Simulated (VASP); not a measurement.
```xyz
2
Lattice="1.7530 -3.0363 0.0000 1.7530 3.0363 0.0000 0.0000 0.0000 5.4064" Properties=species:S:1:pos:R:3 pbc="T T T"
Tm     1.7530     1.0121     1.3516
Tm     1.7530    -1.0121     4.0548
```

The numbers are results of MS2 meta-GGA, VASP's PBE PAW potentials (set 64) (plane waves; VASP), not measurements. Numerical set-up: 520 eV cut-off, 11×11×6 Γ-centred mesh, first-order Methfessel-Paxton smearing of 0.10 eV, potentials Tm_3.

The 4f electrons are frozen in the core of the lanthanide potential, so 4f levels, which can set the real gap, and their magnetism are missing.

Question: What does the run give for the energy per atom (σ→0), band gap (on the k-mesh) with the smallest direct gap where there is one?

Answer: 
```
Property                                                    Result
------------------------  ----------------------------------------
band gap (on the k-mesh)  none (metal, semimetal or under 0.01 eV)
energy per atom (σ→0)                               10.920 eV/atom
```

The compound is Tm in the hcp structure. It was relaxed first. The start is the result of an earlier pass.
